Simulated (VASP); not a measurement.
Level of theory: LDA (Ceperley-Alder, Perdew-Zunger), VASP's LDA PAW potentials (set 64) (plane waves; VASP).

A VASP calculation is set up with these files.

POSCAR:
```
MnO2
1.0
  4.3066663095   0.0000000000   0.0000000000
  0.0000000000   4.3066663095   0.0000000000
  0.0000000000   0.0000000000   2.7668120721
Mn O
2 4
Cartesian
  0.0000000000   0.0000000000   0.0000000000
  2.1533331547   2.1533331547   1.3834060361
  1.2993513740   1.2993513740   0.0000000000
  3.4526845287   0.8539817808   1.3834060361
  0.8539817808   3.4526845287   1.3834060361
  3.0073149355   3.0073149355   0.0000000000
```

**KPOINTS**
```
Automatic mesh
0
Gamma
7 7 11
0 0 0
```

**INCAR**
```
ALGO = Normal   ! blocked Davidson
PSTRESS = 50
MAGMOM = 2.1 -2.1 -0.0 2*0.0 -0.0
ISPIN = 2
NELM = 100   ! most electronic steps
SIGMA = 0.1   ! width (eV)
SYSTEM = MnO2
NSW = 40
LMAXMIX = 4
PREC = Accurate
EDIFFG = -0.02
LASPH = .TRUE.
LWAVE = .FALSE.
ISIF = 3   ! ions, shape and volume
LORBIT = 10
IBRION = 2   ! conjugate gradients
ISMEAR = 1   ! Methfessel-Paxton
LCHARG = .FALSE.
ENCUT = 620   ! plane-wave cut-off (eV)
EDIFF = 1E-6   ! SCF stop (eV)
LREAL = .FALSE.   ! projection in real space or not
```

POTCAR, in this order: Mn_pv O (LDA.64 set). Program: vasp_std.

Output of the run:

File OUTCAR:
```
 ion  position               nearest neighbor table
   1  0.000  0.000  0.000-   4 1.84   5 1.84   4 1.84   5 1.84   3 1.84   6 1.84
   2  0.500  0.500  0.500-   3 1.84   6 1.84   3 1.84   6 1.84   5 1.84   4 1.84
   3  0.302  0.302  0.000-   2 1.84   2 1.84   1 1.84
   4  0.802  0.198  0.500-   1 1.84   1 1.84   2 1.84
   5  0.198  0.802  0.500-   1 1.84   1 1.84   2 1.84
   6  0.698  0.698  0.000-   2 1.84   2 1.84   1 1.84
  LATTYP: Found a simple tetragonal cell.
 ALAT       =     4.3066663095
 C/A-ratio  =     0.6424486768
 Subroutine PRICEL returns:
 Original cell was already a primitive cell.
 Subroutine GETGRP returns: Found 16 space group operations
The static configuration has the point symmetry D_2h.
 The point group associated with its full space group is D_4h.
The dynamic configuration has the point symmetry D_2h.
The overall configuration has the point symmetry D_2h.
 Subroutine INISYM returns: Found 16 space group operations
 Subroutine IBZKPT returns following result:
 Found     60 irreducible k-points:

 Following reciprocal coordinates:
            Coordinates               Weight
  0.000000  0.000000  0.000000      1.000000
  0.142857  0.000000  0.000000      4.000000
  0.285714  0.000000  0.000000      4.000000
  0.428571  0.000000  0.000000      4.000000
  0.142857  0.142857  0.000000      4.000000
  0.285714  0.142857  0.000000      8.000000
  0.428571  0.142857  0.000000      8.000000
  0.285714  0.285714  0.000000      4.000000
  0.428571  0.285714  0.000000      8.000000
  0.428571  0.428571  0.000000      4.000000
  0.000000  0.000000  0.090909      2.000000
  0.142857  0.000000  0.090909      8.000000
  0.285714  0.000000  0.090909      8.000000
  0.428571  0.000000  0.090909      8.000000
  0.142857  0.142857  0.090909      8.000000
  0.285714  0.142857  0.090909     16.000000
  0.428571  0.142857  0.090909     16.000000
...
```

### OSZICAR
```
       N       E                     dE             d eps       ncg     rms          rms(c)
DAV:   1     0.698942647812E+03    0.69894E+03   -0.31584E+04  7304   0.233E+03
DAV:   2     0.197652200368E+02   -0.67918E+03   -0.64153E+03  7742   0.623E+02
DAV:   3    -0.655384675751E+02   -0.85304E+02   -0.82907E+02  8756   0.207E+02
DAV:   4    -0.685238171348E+02   -0.29853E+01   -0.28084E+01  8492   0.358E+01
DAV:   5    -0.685762396622E+02   -0.52423E-01   -0.51889E-01  7430   0.534E+00    0.502E+01
DAV:   6    -0.648295327839E+02    0.37467E+01   -0.15667E+02  8690   0.124E+02    0.495E+01
DAV:   7    -0.557195302663E+02    0.91100E+01   -0.10756E+02  9084   0.127E+02    0.219E+01
DAV:   8    -0.535371720100E+02    0.21824E+01   -0.89151E+00  7676   0.307E+01    0.732E+00
DAV:   9    -0.532643198083E+02    0.27285E+00   -0.14124E+00  9482   0.114E+01    0.224E+00
DAV:  10    -0.532680668650E+02   -0.37471E-02   -0.12411E-01  7404   0.283E+00    0.131E+00
DAV:  11    -0.532635787786E+02    0.44881E-02   -0.17702E-02  8424   0.186E+00    0.658E-01
DAV:  12    -0.532620874807E+02    0.14913E-02   -0.10161E-02  8886   0.150E+00    0.247E-01
DAV:  13    -0.532621777057E+02   -0.90225E-04   -0.85632E-04  7536   0.229E-01    0.617E-02
DAV:  14    -0.532621623795E+02    0.15326E-04   -0.85483E-05  8540   0.612E-02    0.347E-02
DAV:  15    -0.532621584885E+02    0.38910E-05   -0.21034E-05  8420   0.624E-02    0.121E-02
DAV:  16    -0.532621590447E+02   -0.55623E-06   -0.30778E-06  6948   0.197E-02
   1 F= -.51660679E+02 E0= -.51660918E+02  d E =-.516607E+02  mag=     0.0000
       N       E                     dE             d eps       ncg     rms          rms(c)
DAV:   1    -0.532623227780E+02   -0.16429E-03   -0.59028E-01  7200   0.532E+00    0.410E-01
DAV:   2    -0.532627102636E+02   -0.38749E-03   -0.19910E-02  8328   0.129E+00    0.317E-01
DAV:   3    -0.532622575536E+02    0.45271E-03   -0.21737E-03  9226   0.651E-01    0.177E-01
DAV:   4    -0.532619606996E+02    0.29685E-03   -0.92031E-04  8484   0.316E-01    0.774E-02
DAV:   5    -0.532619570608E+02    0.36388E-05   -0.18878E-04  7620   0.121E-01    0.336E-02
DAV:   6    -0.532619561909E+02    0.86994E-06   -0.88882E-06  8518   0.237E-02
   2 F= -.51661030E+02 E0= -.51661257E+02  d E =-.350896E-03  mag=    -0.0000
       N       E                     dE             d eps       ncg     rms          rms(c)
DAV:   1    -0.532625581260E+02   -0.60107E-03   -0.97273E-02  7200   0.216E+00    0.166E-01
DAV:   2    -0.532626221279E+02   -0.64002E-04   -0.32954E-03  8340   0.529E-01    0.130E-01
DAV:   3    -0.532625431229E+02    0.79005E-04   -0.36565E-04  9090   0.268E-01    0.712E-02
DAV:   4    -0.532624934269E+02    0.49696E-04   -0.15151E-04  8444   0.125E-01    0.302E-02
DAV:   5    -0.532624931408E+02    0.28606E-06   -0.30249E-05  7602   0.460E-02    0.136E-02
DAV:   6    -0.532624929415E+02    0.19930E-06   -0.10681E-06  3954   0.938E-03
   3 F= -.51661341E+02 E0= -.51661574E+02  d E =-.661945E-03  mag=     0.0000
```

File OUTCAR:
```
------------------------ aborting loop because EDIFF is reached ----------------------------------------
  FORCE on cell =-STRESS in cart. coord.  units (eV):
  Direction    XX          YY          ZZ          XY          YZ          ZX
  --------------------------------------------------------------------------------------
  Total        1.5593496      1.5593496      1.5265930      0.0000000      0.0000000      0.0000000
  in kB       48.6946144     48.6946144     47.6717082      0.0000000      0.0000000      0.0000000
  external PRESSURE =      -1.6463543 kB  Pullay stress =      50.0000000 kB
  volume of cell :       51.31
      direct lattice vectors                 reciprocal lattice vectors
     4.304453365 -0.000000000  0.000000000     0.232317536  0.000000000  0.000000000
    -0.000000000  4.304453365  0.000000000     0.000000000  0.232317536  0.000000000
     0.000000000  0.000000000  2.769090333     0.000000000  0.000000000  0.361129425
 POSITION                                       TOTAL-FORCE (eV/Angst)
 -----------------------------------------------------------------------------------
      4.30445     -0.00000      0.00000        -0.000000      0.000000      0.000000
      2.15223      2.15223      1.38455        -0.000000      0.000000      0.000000
      1.29672      1.29672      0.00000        -0.001396     -0.001396     -0.000000
      3.44895      0.85551      1.38455        -0.001396      0.001396      0.000000
      0.85551      3.44895      1.38455         0.001396     -0.001396      0.000000
      3.00773      3.00773      0.00000         0.001396      0.001396      0.000000
 -----------------------------------------------------------------------------------
    total drift:                                0.000000      0.000000     -0.000000
  FREE ENERGIE OF THE ION-ELECTRON SYSTEM (eV)
  ---------------------------------------------------
  free  energy   TOTEN  =       -53.2624929415 eV

  energy  without entropy=      -53.2631925727  energy(sigma->0) =      -53.26272615
  enthalpy is  TOTEN    =       -51.6613409518 eV   P V=        1.6011519898

 total charge

# of ion       s       p       d       tot
------------------------------------------
    1        0.391   6.547   5.073  12.011
    2        0.391   6.547   5.073  12.011
    3        1.558   3.471   0.000   5.028
    4        1.558   3.471   0.000   5.028
    5        1.558   3.471   0.000   5.028
    6        1.558   3.471   0.000   5.028
--------------------------------------------------
tot          7.012  26.976  10.146  44.135

 magnetization (x)

# of ion       s       p       d       tot
------------------------------------------
    1        0.010   0.014   2.068   2.091
    2       -0.010  -0.014  -2.068  -2.091
    3       -0.000  -0.036   0.000  -0.037
    4        0.000   0.036   0.000   0.037
    5        0.000   0.036   0.000   0.037
    6       -0.000  -0.036   0.000  -0.037
--------------------------------------------------
tot          0.000   0.000  -0.000  -0.000

 reached required accuracy - stopping structural energy minimisation
```
(Selected blocks of OUTCAR.)

### CONTCAR
```
MnO2
   1.00000000000000
     4.3044533648977295   -0.0000000000000000    0.0000000000000000
    -0.0000000000000000    4.3044533648977295    0.0000000000000000
     0.0000000000000000    0.0000000000000000    2.7690903331906989
  Mn              O
     2     4
Direct
     1.0000000000000000    0.0000000000000000    0.0000000000000000
     0.5000000000000000    0.5000000000000000    0.5000000000000000
     0.3012510579004431    0.3012510579004431    0.0000000000000000
     0.8012510579004430    0.1987489420995570    0.5000000000000000
     0.1987489420995570    0.8012510579004430    0.5000000000000000
     0.6987489420995570    0.6987489420995570    0.0000000000000000
```

### OUTCAR
```
 val. band max:        6.1966921564   @ k =   0.4286   0.2857   0.0000

 cond. band min:       6.2034229778   @ k =   0.4286   0.2857   0.1818


 Fermi energy:         6.1974508045

 spin component 1

 k-point     1 :       0.0000    0.0000    0.0000
  band No.  band energies     occupation
      1     -43.5960      1.00000
      2     -43.5513      1.00000
      3     -43.5273      1.00000
      4     -41.4635      1.00000
      5     -41.4322      1.00000
      6     -41.3751      1.00000
      7     -14.2326      1.00000
      8     -12.0393      1.00000
      9     -11.6558      1.00000
     10     -11.5747      1.00000
     11      -2.2926      1.00000
     12      -1.4441      1.00000
     13      -1.0629      1.00000
     14       0.0845      1.00000
     15       0.5372      1.00000
     16       1.6394      1.00000
     17       1.6892      1.00000
     18       2.4460      1.00000
     19       4.1424      1.00000
     20       4.3586      1.00000
     21       4.3863      1.00000
     22       4.7363      1.00000
     23       4.7750      1.00000
     24       4.7954      1.00000
     25       5.5952      1.00000
     26       5.6415      1.00000
     27       6.1320      0.94312
     28       7.4896     -0.00000
     29       8.0098     -0.00000
     30       9.6144      0.00000

 k-point     2 :       0.1429    0.0000    0.0000
  band No.  band energies     occupation
      1     -43.5960      1.00000
      2     -43.5513      1.00000
      3     -43.5273      1.00000
      4     -41.4636      1.00000
      5     -41.4323      1.00000
      6     -41.3751      1.00000
      7     -14.1400      1.00000
      8     -12.1378      1.00000
      9     -11.6835      1.00000
     10     -11.6039      1.00000
     11      -2.1227      1.00000
     12      -1.3691      1.00000
     13      -0.8975      1.00000
     14       0.0923      1.00000
     15       0.5601      1.00000
     16       1.4613      1.00000
...
```

The compound is MnO2 in the rutile structure. This run relaxes it under an external pressure of 5 GPa. Symmetry was kept, so distortions that lower it aren't found.
